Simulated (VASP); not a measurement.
# SiN with LDA: from relaxation to properties

What structure does SiN take at this level, and what are its properties? The steps: rough relaxation of the start cell, relaxing cell and atoms (LDA), single point with fields (LDA), band structure (LDA), total and projected DOS (LDA), optical spectrum (LDA), volume scan with LDA, fit for LDA, vibrations at Γ (LDA) and bands along the symmetry lines (r2SCAN). The cell is invented: it takes the structure of a Materials Project entry for ZrN (space group 164 there), with some of its atoms replaced by other elements, volume scaled by an estimate. It may not be a known or stable phase.

Program: VASP 6.6.1. Level of theory: LDA; plane waves and PAW (Si, N), in the first sound run; inputs show where later runs differ. Results are calculated unless marked as measured.

## (1) The starting structure

Before any relaxation, the start is as follows. Symmetry: P-3m1, No. 164, trigonal system. The conventional cell has a = 3.326 Å, b = 3.326 Å, c = 5.717 Å, α = 90.00°, β = 90.00°, γ = 120.00°. Nearest to Si lie 6 N at 2.38 to 2.41 Å. N has 6 Si at 2.41 Å nearest. N has 6 Si at 2.38 Å nearest. It derives from ZrN. it takes the structure of a Materials Project entry for ZrN (space group 164 there), with some of its atoms replaced by other elements, volume scaled by an estimate. Farther neighbours and most contacts between anions are not listed.

## (2) Rough relaxation of the start cell

The start is only an estimate, so a cheap relaxation brings it near a minimum before any careful run. LDA, the lowest rung, knows the local density alone.

The input, INCAR:

```
SYSTEM = SiN
PREC = Normal
ENCUT = 520
EDIFF = 1E-05
NELM = 60
ISMEAR = 0
SIGMA = 0.05
LREAL = .FALSE.
ALGO = Fast
GGA = CA
NBANDS = 15
LORBIT = 11
LWAVE = .FALSE.
LCHARG = .FALSE.
KPAR = 2
IBRION = 2
NSW = 40
ISIF = 3
EDIFFG = -0.04
```

The input, POSCAR:

```
SiN
1.0
    3.3256760000      0.0000000000      0.0000000000
   -1.6628380000      2.8801200000      0.0000000000
    0.0000000000      0.0000000000      5.7174700000
Si N
2 2
Direct
    0.6666666700      0.3333333300      0.7452700000
    0.3333333300      0.6666666700      0.2547300000
    0.0000000000      0.0000000000      0.0000000000
    0.0000000000      0.0000000000      0.5000000000
```

The input, KPOINTS:

```
Automatic mesh
0
Gamma
6 6 3
0 0 0
```

PAW data sets: Si and N (LDA family, release 64).

Command:

```sh
$ mpirun -np 2 vasp_std
```

The program printed:

```text
[banner, memory and clock lines left out]
running    2 mpi-ranks, on    1 nodes
 distrk:  each k-point on    1 cores,    2 groups
 distr:  one band on    1 cores,    1 groups

 POSCAR found type information on POSCAR SiN
 POSCAR found :  2 types and       4 ions
 LDA part: xc-table for (Slater(with rela. corr.)+CA(PZ))
 , standard interpolation
 POSCAR, INCAR and KPOINTS ok, starting setup
 FFT: planning ... GRIDC
 FFT: planning ... GRID_SOFT
 FFT: planning ... GRID
 WAVECAR not read
 entering main loop
       N       E                     dE             d eps       ncg     rms          rms(c)
DAV:   1     0.393570095655E+02    0.39357E+02   -0.79797E+03   510   0.106E+03
DAV:   2    -0.244700057355E+02   -0.63827E+02   -0.59668E+02   746   0.162E+02
DAV:   3    -0.280350004374E+02   -0.35650E+01   -0.35286E+01   622   0.405E+01
DAV:   4    -0.280757614842E+02   -0.40761E-01   -0.40695E-01   679   0.466E+00
DAV:   5    -0.280763907645E+02   -0.62928E-03   -0.62855E-03   615   0.533E-01    0.843E+00
RMM:   6    -0.259429274128E+02    0.21335E+01   -0.81173E+00   510   0.137E+01    0.415E+00
RMM:   7    -0.257187140954E+02    0.22421E+00   -0.76168E-01   510   0.505E+00    0.195E+00
RMM:   8    -0.256963064377E+02    0.22408E-01   -0.26124E-01   511   0.359E+00    0.734E-01
RMM:   9    -0.256848903082E+02    0.11416E-01   -0.27522E-02   521   0.108E+00    0.467E-01
RMM:  10    -0.256823459214E+02    0.25444E-02   -0.22096E-02   514   0.770E-01    0.172E-01
RMM:  11    -0.256822029788E+02    0.14294E-03   -0.22142E-03   515   0.284E-01    0.801E-02
RMM:  12    -0.256821458969E+02    0.57082E-04   -0.80890E-04   536   0.137E-01    0.914E-03
RMM:  13    -0.256821524623E+02   -0.65654E-05   -0.86284E-05   476   0.546E-02
   1 F= -.25682152E+02 E0= -.25679870E+02  d E =-.256822E+02
 curvature:   0.00 expect dE= 0.000E+00 dE for cont linesearch  0.000E+00
 trial: gam= 0.00000 g(F)=  0.154E-01 g(S)=  0.569E+01 ort = 0.000E+00 (trialstep = 0.100E+01)
 search vector abs. value=  0.570E+01
 bond charge predicted
       N       E                     dE             d eps       ncg     rms          rms(c)
DAV:   1    -0.395156762524E+02   -0.13834E+02   -0.31326E+02   587   0.161E+02    0.253E+01
RMM:   2    -0.303452740248E+02    0.91704E+01   -0.22663E+01   510   0.336E+01    0.813E+00
RMM:   3    -0.297487475963E+02    0.59653E+00   -0.52209E+00   510   0.161E+01    0.306E+00
RMM:   4    -0.295317955614E+02    0.21695E+00   -0.68483E-01   510   0.645E+00    0.186E+00
RMM:   5    -0.294736137736E+02    0.58182E-01   -0.74581E-02   510   0.221E+00    0.118E+00
RMM:   6    -0.294990443325E+02   -0.25431E-01   -0.30431E-01   515   0.329E+00    0.105E+00
RMM:   7    -0.294629061012E+02    0.36138E-01   -0.10527E-01   510   0.213E+00    0.166E-01
RMM:   8    -0.294634380932E+02   -0.53199E-03   -0.55898E-03   510   0.545E-01    0.670E-02
RMM:   9    -0.294633614732E+02    0.76620E-04   -0.41267E-04   513   0.150E-01    0.315E-02
RMM:  10    -0.294633494431E+02    0.12030E-04   -0.61858E-05   486   0.581E-02    0.116E-02
RMM:  11    -0.294633498474E+02   -0.40433E-06   -0.90976E-06   365   0.199E-02
   2 F= -.29463350E+02 E0= -.29462745E+02  d E =-.378120E+01
[...]
3 F= -.29465742E+02 E0= -.29465139E+02  d E =-.378359E+01
[...]
4 F= -.29415188E+02 E0= -.29413674E+02  d E =0.505540E-01
[...]
5 F= -.29523455E+02 E0= -.29522850E+02  d E =-.577134E-01
[...]
6 F= -.29523451E+02 E0= -.29522846E+02  d E =-.577090E-01
[...]
7 F= -.29523627E+02 E0= -.29523024E+02  d E =-.175568E-03
 trial-energy change:   -0.000176  1 .order   -0.000178   -0.000825    0.000470
 step:   0.5655(harm=  0.5655)  dis= 0.00122  next Energy=   -29.523714 (dE=-0.263E-03)
 bond charge predicted
       N       E                     dE             d eps       ncg     rms          rms(c)
DAV:   1    -0.295238253424E+02   -0.19762E-03   -0.32370E-03   664   0.484E-01    0.781E-02
RMM:   2    -0.295237218222E+02    0.10352E-03   -0.26957E-04   510   0.115E-01    0.242E-02
RMM:   3    -0.295237173049E+02    0.45172E-05   -0.38431E-05   419   0.436E-02
   8 F= -.29523717E+02 E0= -.29523114E+02  d E =-.266206E-03
 curvature:  -0.28 expect dE=-0.173E-04 dE for cont linesearch -0.131E-06
 trial: gam= 0.08658 g(F)=  0.190E-04 g(S)=  0.421E-04 ort =-0.207E-04 (trialstep = 0.823E+00)
 search vector abs. value=  0.645E-04
 reached required accuracy - stopping structural energy minimisation
```

Wall time 7 s (2 MPI ranks of Intel Xeon 6975P-C (Granite Rapids), shared host); peak memory 0.24 GiB.

Lines that name or quote the potential files are left out of all logs, and their timing lines are given in words.

From OUTCAR (step 2):

```text
ion  position               nearest neighbor table
   1  0.667  0.333  0.745-   4 2.38   4 2.38   4 2.38   3 2.41   3 2.41   3 2.41
   2  0.333  0.667  0.255-   4 2.38   4 2.38   4 2.38   3 2.41   3 2.41   3 2.41
   3  0.000  0.000  0.000-   1 2.41   2 2.41   1 2.41   2 2.41   1 2.41   2 2.41
   4  0.000  0.000  0.500-   1 2.38   2 2.38   1 2.38   2 2.38   1 2.38   2 2.38

  LATTYP: Found a hexagonal cell.
 ALAT       =     3.3256760000
 C/A-ratio  =     1.7191903240

 Subroutine GETGRP returns: Found 12 space group operations
 (whereof 12 operations were pure point group operations)

The static configuration has the point symmetry D_3d.

 Found     17 irreducible k-points:

   k-points           NKPTS =     17   k-points in BZ     NKDIM =     17   number of bands    NBANDS=     15

   dimension x,y,z NGX =    20 NGY =   20 NGZ =   32
   dimension x,y,z NGXF=    40 NGYF=   40 NGZF=   64

   ENCUT  =  520.0 eV  38.22 Ry    6.18 a.u.   6.18  6.18 10.63*2*pi/ulx,y,z

   NELECT =      18.0000    total number of electrons

 k-points in reciprocal lattice and weights: Automatic mesh
   0.00000000  0.00000000  0.00000000       0.009
   0.16666667  0.00000000  0.00000000       0.056
   0.33333333  0.00000000  0.00000000       0.056
   0.50000000  0.00000000  0.00000000       0.028
   0.16666667  0.16666667  0.00000000       0.056
   0.33333333  0.16666667  0.00000000       0.111
   0.33333333  0.33333333  0.00000000       0.019
   0.00000000  0.00000000  0.33333333       0.019
   0.16666667  0.00000000  0.33333333       0.056
[...]
-0.16666667  0.50000000  0.33333333       0.111
   0.33333333  0.33333333  0.33333333       0.037

 average (electrostatic) potential at core
       1 -79.6767       2 -79.6767       3 -57.0103       4 -57.0156

 E-fermi :  13.5328

 k-point     1 :       0.0000    0.0000    0.0000
  band No.  band energies     occupation
    ...
      5       9.6045      2.00000
      6       9.6045      2.00000
      7      10.8287      2.00000
      8      10.8287      2.00000
      9      11.5937      2.00000
     10      17.7787      0.00000
     11      18.3884      0.00000
     12      19.1549      0.00000
     13      19.6848      0.00000
     14      19.6848      0.00000
    ...

 k-point     2 :       0.1667    0.0000    0.0000
  band No.  band energies     occupation
    ...
      5       8.5067      2.00000
      6       8.8343      2.00000
      7       8.9849      2.00000
      8      10.3724      2.00000
      9      12.8464      2.00000
     10      15.0644      0.00000
     11      17.4566      0.00000
     12      19.6559      0.00000
     13      19.8192      0.00000
     14      20.4025      0.00000
    ...

 k-point     3 :       0.3333    0.0000    0.0000
  band No.  band energies     occupation
    ...
      6       8.0079      2.00000
      7       9.3570      2.00000
      8       9.5913      2.00000
      9      10.5627      2.00000
     10      13.4101      1.99948
     11      16.4671      0.00000
     12      18.1159      0.00000
     13      18.3306      0.00000
     14      19.0856      0.00000
     15      21.6312      0.00000

  Total        0.0299617      0.0299617     -0.0412002      0.0000000      0.0000000      0.0000000
  in kB        1.4293080      1.4293081     -1.9654369      0.0000000      0.0000000      0.0000000
  external PRESSURE =       0.2977264 kB  Pullay stress =       0.0000000 kB

  energy-cutoff  :      520.00
  volume of cell :       33.59
      direct lattice vectors                 reciprocal lattice vectors
     2.726373838 -0.000000000  0.000000000     0.366787557  0.211764891  0.000000000
    -1.363186919  2.361109050 -0.000000000    -0.000000000  0.423529781  0.000000000
     0.000000000 -0.000000000  5.217342754    -0.000000000  0.000000000  0.191668450

 POSITION                                       TOTAL-FORCE (eV/Angst)
 -----------------------------------------------------------------------------------
      1.36319      0.78704      3.91272         0.000000     -0.000000      0.014044
     -0.00000      1.57407      1.30462        -0.000000      0.000000     -0.014044
      0.00000     -0.00000      0.00000        -0.000000     -0.000000      0.000000
      0.00000     -0.00000      2.60867        -0.000000     -0.000000      0.000000
 -----------------------------------------------------------------------------------
    total drift:                               -0.000000      0.000000     -0.000000

  FREE ENERGIE OF THE ION-ELECTRON SYSTEM (eV)
  ---------------------------------------------------
  free  energy   TOTEN  =       -29.5237173049 eV

  energy  without entropy=      -29.5225103820  energy(sigma->0) =      -29.52311384

 reached required accuracy - stopping structural energy minimisation

 total charge
# of ion       s       p       d       tot
------------------------------------------
    1        0.763   0.746   0.000   1.510
    2        0.763   0.746   0.000   1.510
    3        1.244   2.456   0.000   3.700
    4        1.244   2.457   0.000   3.700
--------------------------------------------------
tot          4.015   6.405   0.000  10.420

[... 3 further parts left out ...]
```

The k-mesh is coarse for a metal. This relaxation is a rough one on cheap settings, only to bring the start near its minimum. After so large a change of volume the plane waves of the start cell no longer fit, so the final stress carries a basis-set error. The run keeps the 12 symmetry operations of its start, so it cannot find a distortion of lower symmetry.

Relaxation path:

| step | energy less that of the first step (eV) | largest force (eV/Å) | pressure (GPa) | volume (Å³) |
| --- | --- | --- | --- | --- |
| 1 | 0.0000 | 0.3991 | -35.91 | 54.76 |
| 2 | -3.7812 | 0.3398 | 0.88 | 33.80 |
| 3 | -3.7836 | 0.3285 | 2.73 | 33.50 |
| 4 | -3.7330 | 0.4842 | -0.81 | 33.43 |
| 5 | -3.8413 | 0.0378 | 0.67 | 33.49 |
| 6 | -3.8413 | 0.0448 | 0.68 | 33.49 |
| 7 | -3.8415 | 0.0472 | -0.31 | 33.64 |
| 8 | -3.8416 | 0.0140 | 0.03 | 33.59 |

| cell as run | before | after | change |
| --- | --- | --- | --- |
| a (Å) | 3.326 | 2.726 | -18.0 % |
| b (Å) | 3.326 | 2.726 | -18.0 % |
| c (Å) | 5.717 | 5.217 | -8.7 % |
| volume (Å³/atom) | 13.69 | 8.40 | -38.7 % |

The atoms that moved most (Å, as changes of fractional coordinates times the final cell):

| atom | dx | dy | dz | length |
| --- | --- | --- | --- | --- |
| Si1 | 0.000 | 0.000 | 0.024 | 0.024 |
| Si2 | 0.000 | 0.000 | -0.024 | 0.024 |

The relaxed structure:

```xyz
4
Lattice="2.7264 0.0000 0.0000 -1.3632 2.3611 0.0000 0.0000 0.0000 5.2173" Properties=species:S:1:pos:R:3 pbc="T T T"
Si    1.3632    0.7870    3.9127
Si    0.0000    1.5741    1.3046
N     0.0000    0.0000    0.0000
N     0.0000    0.0000    2.6087
```

This step gave:

```
electrons                       : 18
bands                           : 15
irreducible k-points            : 17
symmetry operations             : 12
free energy (TOTEN)             : -29.52 eV
energy at zero smearing         : -29.52 eV
Fermi energy                    : 13.53 eV
pressure                        : 0.02977 GPa
metallic                        : yes
SCF cycles over all ionic steps : 51
```

It ends with a largest force of 0.014 eV/Å and a pressure of 0.03 GPa.

(Continued in part 2 of 7.)

[Lines on the potential files, build, host, timing and source positions are cut from VASP's logs without a mark.]

[Logs are printed without paths, hosts, clocks, repeated set-up lines and the standing remarks that a program may print on its own settings, such as how far it seeks lower states.]

[Hosts, paths, dates, database ids (printed as entryN), source tags and the programs' standing remarks are cut or masked in the printed files.]

[A measured line is paired with the nearest computed mode of its activity, which favours agreement.]
